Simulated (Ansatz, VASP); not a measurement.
## Cross-check of Cu (Cu strained to the junction's net) between VASP and Ansatz

One calculation is typed for both programs; each brings its own data sets. How far apart do they land? The structure shown is the end of the Ansatz relaxation below.

Calculated with Ansatz 0.2.0; plane waves, with VASP 6.6.1 beside it; single point at PBE.

## Step 1: The structure

It takes space group I4/mmm (No. 139, tetragonal). The conventional cell has a = 2.524 Å, b = 2.524 Å, c = 3.705 Å, α = 90.00°, β = 90.00°, γ = 90.00°. Nearest to Cu lie 12 Cu at 2.52 to 2.57 Å.

Structure file:

```cif
data_structure
_symmetry_space_group_name_H-M 'I4/mmm'
_symmetry_Int_Tables_number 139
_cell_length_a 2.5240
_cell_length_b 2.5240
_cell_length_c 3.7054
_cell_angle_alpha 90.000
_cell_angle_beta 90.000
_cell_angle_gamma 90.000
_cell_volume 23.61
loop_
_atom_site_label
_atom_site_type_symbol
_atom_site_symmetry_multiplicity
_atom_site_Wyckoff_symbol
_atom_site_fract_x
_atom_site_fract_y
_atom_site_fract_z
_atom_site_occupancy
Cu1 Cu 2 a 0.00000 0.00000 0.00000 1
```

## Step 2: Ansatz: relaxation, PBE

Ansatz runs on its default PAW (the set named soft_2) files.

This run makes the geometry at which the two programs are then compared.

File input.yaml:

```yaml
crystal:
  lattice:
    - [2.524, 0.0, 0.0]
    - [0.0, 2.524, 0.0]
    - [0.0, 0.0, 3.672367478]
  atoms:
    - { symbol: Cu, position: [0.0, 0.0, 0.0] }
    - { symbol: Cu, position: [0.5, 0.5, 0.5] }
kpoints:
  mp_grid: { grid: [14, 14, 9] }
scf:
  occupations: { method: fermi_dirac, width: 0.1 }
  max_iter: 150
hamiltonian:
  xc: pbe
relax:
  f_tol: 0.01
  max_steps: 40
  cell: { fix: [a, b, angles] }
```

Command:

```sh
$ ansatz run input.yaml --threads 4 --pin off --max-ram 12288MiB --backend cpu --events-out ev --progress --plain --runs-dir out
```

Numbers of over 12 decimals in the logs are rounded to 6 here.

The program printed:

```text
Engine: ansatz 0.2.0, x86_64-unknown-linux-gnu
Pseudopotentials: kind: paw
Pseudopotential: Cu, paw, valence charge 19, recommended cutoff 420 eV (normal), Cu.paw.azcp
Functional definition: PBE
  parameter kappa = 0.804
  parameter beta = 0.066725
  exchange = pbe_x(kappa = kappa, mu = beta*pi^2/3)
  correlation = pbe_c(beta = beta)
Crystal: 2 atoms, lattice volume = 23.395 Å³
Basis set: ecut = 420 eV, 469 PW (Γ), exchange–correlation on 36×36×50 points (8 copies of the dense FFT grid, shifted against one another)
Bands: 23, of which v1, the nominal top of the filled ones, is band 19 counted from 1 (18 counted from 0)
Symmetry: 32 space group operations
Space group: I4/mmm (ITA 139), of the structure as read, at distance tolerance 2.9e-5 Å
k-points: 180 of 1764
Non-local potential: Cu, projectors of the file, l = 0: 3, l = 1: 2, l = 2: 3, l = 3: 1
PAW form: soft (Blöchl's): semilocal exchange-correlation on the pseudo side does not see the compensation charge
PAW one-centre angular grid: Cu, 590 points (default); XC on 64 Gauss nodes
Initial density: superposition of atomic densities (neutral atoms: chi_scale 0, normalization atom), corrected by the library's trained network
Initial wavefunctions: pseudopotential atomic-orbital guess
Functional: x = pbe(κ = 0.804, μ = 0.219515), c = pbe(β = 0.066725)
SCF iter   1: F=—  HF=-13250.350682 eV  |F-HF|=—  |Δ(HF+E_count)|=         —  Δρ=7.95e-4  dr2=4.12e-5  ethr=1.77e-3  ⟨swp⟩=4.9  Hψ=15022  notcnv=0
preconditioner: auto → none  [metal: Δε(μ)=0.030 eV  Ē_g=10.798 eV  σ=0.100 eV  W_gap=0.07  n_scr=6 (ndim 8)  ℏωp=36.0 eV  f_vac=0.000  D(μ)=0.62/eV (n_scr^D=2)  sad-step TF]
SCF iter   2: F=—  HF=-13250.351044 eV  |F-HF|=—  |Δ(HF+E_count)|=   3.62e-4  Δρ=5.43e-4  dr2=2.89e-5  ethr=1.09e-7  ⟨swp⟩=3.0  Hψ=10955  notcnv=0
SCF iter   3: F=—  HF=-13250.351076 eV  |F-HF|=—  |Δ(HF+E_count)|=   3.16e-5  Δρ=2.62e-4  dr2=7.15e-6  ethr=7.61e-8  ⟨swp⟩=2.0  Hψ=6118  notcnv=0
SCF iter   4: F=—  HF=-13250.351075 eV  |F-HF|=—  |Δ(HF+E_count)|=   9.95e-7  Δρ=2.86e-5  dr2=5.90e-8  ethr=1.88e-8  ⟨swp⟩=2.0  Hψ=6000  notcnv=0
iter 5 did not close the SCF: its close was put off for the readings that it lacked (scf_convergence_deferred on its scf_iter line)
SCF iter   5: F=-13250.351075 eV  HF=-13250.351075 eV  |F-HF|=3.63e-9  |Δ(HF+E_count)|=   5.28e-8  Δρ=5.39e-6  dr2=9.84e-10  ethr=1.55e-10  ⟨swp⟩=2.0  Hψ=6372  notcnv=0
SCF iter   6: F=-13250.351075 eV  HF=-13250.351075 eV  |F-HF|=1.11e-10  |Δ(HF+E_count)|=   5.20e-9  Δρ=6.18e-7  dr2=2.35e-11  ethr=2.59e-12  ⟨swp⟩=1.5  Hψ=13300  notcnv=0
SCF 1 converged in 6 iterations: F = -13250.351075 eV  dr2 = 2.35e-11
  greatest PAW one-centre occupation: 1.000 electrons in one spin orbital (limit 2), on the Cu atom at site 1 (counted from 0), in its partial waves of l = 0
relax step   1: F+E_penalty+E_count = -13250.35107460 eV  Δ(F+E_penalty+E_count) = +0.000e0 eV  max|allowed force component| = 8.061e-30 eV/Å  Δτ_max = 0.0000 Å  P = +3.302 GPa  Ω = 23.395 Å³  fix = [a, b, alpha, beta, gamma]  reactions: a +4.089, b +4.089 GPa  (6 SCF iters, dr2 threshold 1.00e-7 eV, accepted)
[...]
relax step   2: F+E_penalty+E_count = -13250.35169874 eV  Δ(F+E_penalty+E_count) = -6.241e-4 eV  max|allowed force component| = 7.876e-30 eV/Å  Δτ_max = 0.0000 Å  P = +2.794 GPa  Ω = 23.473 Å³  energy of the carried Pulay correction = -6.184e-5 eV  fix = [a, b, alpha, beta, gamma]  reactions: a +3.648, b +3.648 GPa  (6 SCF iters, dr2 threshold 2.00e-7 eV, accepted)
[...]
relax step   3: F+E_penalty+E_count = -13250.35205274 eV  Δ(F+E_penalty+E_count) = -3.540e-4 eV  max|allowed force component| = 7.889e-31 eV/Å  Δτ_max = 0.0000 Å  P = +1.960 GPa  Ω = 23.605 Å³  energy of the carried Pulay correction = -1.658e-4 eV  fix = [a, b, alpha, beta, gamma]  reactions: a +2.924, b +2.924 GPa  (6 SCF iters, dr2 threshold 2.00e-7 eV, accepted)
[...]
relax step   4: F+E_penalty+E_count = -13250.35220819 eV  Δ(F+E_penalty+E_count) = -1.555e-4 eV  max|allowed force component| = 7.094e-30 eV/Å  Δτ_max = 0.0000 Å  P = +1.950 GPa  Ω = 23.605 Å³  fix = [a, b, alpha, beta, gamma]  reactions: a +2.916, b +2.916 GPa  stress off target by 1.63e-2 GPa on what of the cell is left free  SCF on the basis re-selected at this cell (its energy is not comparable with the rows above)  (9 SCF iters)
basis re-selected at this cell: Δ(F+E_penalty+E_count) = -1.555e-4 eV, ΔP = -0.011 GPa vs the last step (what re-selecting the basis moved, of the pressure what is left beyond the Pulay correction that the steps carried, after the strain that the cell walked since its last selection, with what the two solves' SCF thresholds leave and, on support functions, any second-order correction that the steps lacked; it is no m [...]
SCF converged after 9 iterations
Free energy (F): -13250.352208 eV
Harris-Foulkes:  -13250.352208 eV  (|F-HF|=0.00e0)
Internal energy: -13250.331161 eV  (E = F + TS)
E sigma→0 (E₀):  -13250.341684 eV
Entropy (-TS):   -0.021047 eV (-10.524 meV/atom)
Fermi energy:    16.782478 eV
--- Per-component energies (eV) ---
  E_band       = -718.318000
  E_kinetic    = 599.912586
  E_local      = -8098.397589  (includes V_loc(G=0)·N_el)
  E_nonlocal   = 779.414355
  E_hartree    = 3567.615680
  E_xc         = -179.204409
  E_vxc        = -231.267113  (∫ρ·V_xc dr)
  E_paw        = -3325.507826  (= ΣΔE_a)
  E_vpaw       = -903.212110  (= ΣTr[D̂ρ^β])
  E_aug_tail   = 0.000513  (compensation charges beyond the density's cutoff)
  E_ewald      = -6594.164470
  E_smearing   = -0.021047  (= −TS)
  E_closure    = 0.000000  (closes the sum)
  Σ components = -13250.352208   (vs F -13250.352208, Δ=0.00e0)
--- Forces (eV/Å), atoms counted from 1 ---
  atom   1  Cu    -0.00000000     0.00000000     0.00000000
  atom   2  Cu     0.00000000     0.00000000     0.00000000
  max |Σ_I F_I| component: 9.91e-30 eV/Å
--- Stress (GPa, compression-positive) ---
        2.916453       0.000000       0.000000
        0.000000       2.916453       0.000000
        0.000000       0.000000       0.016259
  P = ⅓ Tr σ = 1.9497 GPa (19.497 kbar)
--- Relaxed structure (3 steps of the walk, 3 accepted, 1 SCFs on fresh bases) ---
  F+E_penalty+E_count = -13250.35220819 eV   max|allowed force component| = 7.094e-30 eV/Å   (the final SCF, on the basis selected at the relaxed cell)
  cell:  # Å, volume = 23.6054 Å³
    - [2.524, 0, 0.0]
    - [0, 2.524, 0.0]
    - [0.0, 0.0, 3.705383]
  atoms:
    - { symbol: Cu, position: [0.0, 0.0, 0.0] }
    - { symbol: Cu, position: [0.5, 0.5, 0.500000] }
```

## Step 3: VASP: single point, PBE

The same cell, functional, mesh and smearing now go to VASP, with its own data sets.

Lines of VASP's logs that name or quote its potential files are left out, and so is its time.

File INCAR:

```
SYSTEM = Cu
PREC = Accurate
ENCUT = 600
EDIFF = 1E-06
NELM = 120
ISMEAR = -1
SIGMA = 0.1
LREAL = .FALSE.
ALGO = Normal
GGA = PE
NBANDS = 17
LASPH = .TRUE.
LORBIT = 11
LWAVE = .FALSE.
LCHARG = .FALSE.
ISIF = 2
GGA_COMPAT = .FALSE.
```

File POSCAR:

```
Cu
1.0
    2.5240000000      0.0000000000      0.0000000000
    0.0000000000      2.5240000000      0.0000000000
    0.0000000000      0.0000000000      3.7053834470
Cu
2
Direct
    0.0000000000      0.0000000000      0.0000000000
    0.5000000000      0.5000000000      0.5000000000
```

File KPOINTS:

```
Automatic mesh
0
Gamma
14 14 9
0 0 0
```

PAW data sets: Cu (PBE family, release 64).

Command:

```sh
$ mpirun -np 1 vasp_std
```

The program printed:

```text
[banner, memory and clock lines left out]
running    1 mpi-ranks, on    1 nodes
 distrk:  each k-point on    1 cores,    1 groups
 distr:  one band on    1 cores,    1 groups

 POSCAR found type information on POSCAR Cu
 POSCAR found :  1 types and       2 ions
 LDA part: xc-table for (Slater+PW92), standard interpolation
 POSCAR, INCAR and KPOINTS ok, starting setup
 FFT: planning ... GRIDC
 FFT: planning ... GRID_SOFT
 FFT: planning ... GRID
 WAVECAR not read
 entering main loop
       N       E                     dE             d eps       ncg     rms          rms(c)
DAV:   1     0.128733574623E+03    0.12873E+03   -0.11738E+04  6552   0.258E+03
DAV:   2    -0.316160878417E+01   -0.13190E+03   -0.12593E+03  6125   0.312E+02
DAV:   3    -0.921154292768E+01   -0.60499E+01   -0.58048E+01  7088   0.950E+01
DAV:   4    -0.926865210062E+01   -0.57109E-01   -0.57079E-01  7513   0.946E+00
DAV:   5    -0.926942685830E+01   -0.77476E-03   -0.77473E-03  8024   0.930E-01    0.109E+01
DAV:   6    -0.819332676213E+01    0.10761E+01   -0.12453E+01  6493   0.103E+02    0.552E+00
DAV:   7    -0.748186148034E+01    0.71147E+00   -0.23878E+00  6539   0.425E+01    0.764E-01
DAV:   8    -0.746215582518E+01    0.19706E-01   -0.19268E-02  7988   0.195E+00    0.489E-01
DAV:   9    -0.745791794541E+01    0.42379E-02   -0.76976E-03  7094   0.256E+00    0.229E-02
DAV:  10    -0.745795074448E+01   -0.32799E-04   -0.19015E-04  7358   0.166E-01    0.657E-03
DAV:  11    -0.745795134495E+01   -0.60047E-06   -0.26179E-06  7340   0.216E-02
   1 F= -.74579513E+01 E0= -.74475160E+01  d E =-.208706E-01
```

From OUTCAR (step 3):

```text
ion  position               nearest neighbor table
   1  0.000  0.000  0.000-   2 2.57   2 2.57   2 2.57   2 2.57   2 2.57   2 2.57   2 2.57   2 2.57

  LATTYP: Found a simple tetragonal cell.
 ALAT       =     2.5240000000
 C/A-ratio  =     1.4680600028

 Subroutine GETGRP returns: Found 16 space group operations
 (whereof 16 operations were pure point group operations)

The static configuration has the point symmetry D_4h.

 Found    180 irreducible k-points:

   k-points           NKPTS =    180   k-points in BZ     NKDIM =    180   number of bands    NBANDS=     17

   dimension x,y,z NGX =    20 NGY =   20 NGZ =   30
   dimension x,y,z NGXF=    40 NGYF=   40 NGZF=   60

   ENCUT  =  600.0 eV  44.10 Ry    6.64 a.u.   5.04  5.04  7.40*2*pi/ulx,y,z

   NELECT =      22.0000    total number of electrons

 k-points in reciprocal lattice and weights: Automatic mesh
   0.00000000  0.00000000  0.00000000       0.001
   0.07142857  0.00000000  0.00000000       0.002
   0.14285714  0.00000000  0.00000000       0.002
   0.21428571  0.00000000  0.00000000       0.002
   0.28571429  0.00000000  0.00000000       0.002
   0.35714286  0.00000000  0.00000000       0.002
   0.42857143  0.00000000  0.00000000       0.002
   0.50000000  0.00000000  0.00000000       0.001
   0.07142857  0.07142857  0.00000000       0.002
[...]
0.50000000  0.42857143  0.44444444       0.005
   0.50000000  0.50000000  0.44444444       0.001

 average (electrostatic) potential at core
       1 -63.6987       2 -63.6987

 E-fermi :   7.5855

 k-point     1 :       0.0000    0.0000    0.0000
  band No.  band energies     occupation
    ...
      7       5.2860      2.00000
      8       5.4726      2.00000
      9       5.9416      2.00000
     10       6.0846      2.00000
     11       6.0846      2.00000
     12       8.5766      0.00010
     13      14.0657      0.00000
     14      21.2780      0.00000
     15      21.2780      0.00000
     16      25.6744      0.00000
    ...

 k-point     2 :       0.0714    0.0000    0.0000
  band No.  band energies     occupation
    ...
      7       5.2925      2.00000
      8       5.4485      2.00000
      9       5.8538      2.00000
     10       5.8991      2.00000
     11       6.0696      2.00000
     12       8.9369      0.00000
     13      14.1110      0.00000
     14      19.8898      0.00000
     15      21.4594      0.00000
     16      26.3555      0.00000
    ...

 k-point     3 :       0.1429    0.0000    0.0000
  band No.  band energies     occupation
    ...
      7       5.3232      2.00000
      8       5.3823      2.00000
      9       5.3886      2.00000
     10       5.7818      2.00000
     11       6.0249      2.00000
     12       9.7907      0.00000
     13      14.2511      0.00000
     14      17.4449      0.00000
     15      21.9931      0.00000
     16      26.8867      0.00000
    ...

  Total        0.5495276      0.5495276      0.1247388      0.0000000      0.0000000      0.0000000
  in kB       37.2982330     37.2982330      8.4664316      0.0000000      0.0000000      0.0000000
  external PRESSURE =      27.6876325 kB  Pullay stress =       0.0000000 kB

  energy-cutoff  :      600.00
  volume of cell :       23.61
      direct lattice vectors                 reciprocal lattice vectors
     2.524000000  0.000000000  0.000000000     0.396196513  0.000000000  0.000000000
     0.000000000  2.524000000  0.000000000     0.000000000  0.396196513  0.000000000
     0.000000000  0.000000000  3.705383447     0.000000000  0.000000000  0.269877602

 POSITION                                       TOTAL-FORCE (eV/Angst)
 -----------------------------------------------------------------------------------
      0.00000      0.00000      0.00000        -0.000000     -0.000000      0.000000
      1.26200      1.26200      1.85269         0.000000      0.000000     -0.000000
 -----------------------------------------------------------------------------------
    total drift:                               -0.000000      0.000000      0.000000

  FREE ENERGIE OF THE ION-ELECTRON SYSTEM (eV)
  ---------------------------------------------------
  free  energy   TOTEN  =        -7.4579513449 eV

  energy  without entropy=       -7.4370807136  energy(sigma->0) =       -7.44751603

 total charge
# of ion       s       p       d       tot
------------------------------------------
    1        0.448   0.383   9.172  10.003
    2        0.448   0.383   9.172  10.003
--------------------------------------------------
tot          0.896   0.766  18.345  20.006

[... 3 further parts left out ...]
```

The run ends at a pressure of 2.77 GPa.

## Step 4: Side by side

Known differences besides the potentials themselves: the data sets hold 38 valence electrons in Ansatz (on its default PAW (the set named soft_2) files) and 22 in VASP; the cutoff is 420 eV in Ansatz and 600 eV in VASP; Ansatz's pressure holds a Pulay correction, VASP's none. Total energies have different zeros and are not compared.

Compared:

```tsv
quantity	Ansatz	VASP	difference
pressure (GPa)	1.95	2.77	-0.82
```

## Step 5: Results

```yaml
difference_in_pressure_single_point_pbe: -0.82 GPa
```

In words: The difference in pressure is -0.82 GPa (single point, PBE), within the 1 GPa picked in this series as the mark of a large difference. The data sets hold unlike numbers of valence electrons (38 in Ansatz and 22 in VASP), so part of the differences comes from the potentials. How closely two codes agree says nothing of how well the functional describes the real material.

[Lines on the potential files, build, host, timing and source positions are cut from VASP's logs without a mark.]

[Logs are printed without paths, hosts, clocks, repeated set-up lines and the standing remarks that a program may print on its own settings, such as how far it seeks lower states.]

[Hosts, paths, dates, database ids (printed as entryN), source tags and the programs' standing remarks are cut or masked in the printed files.]
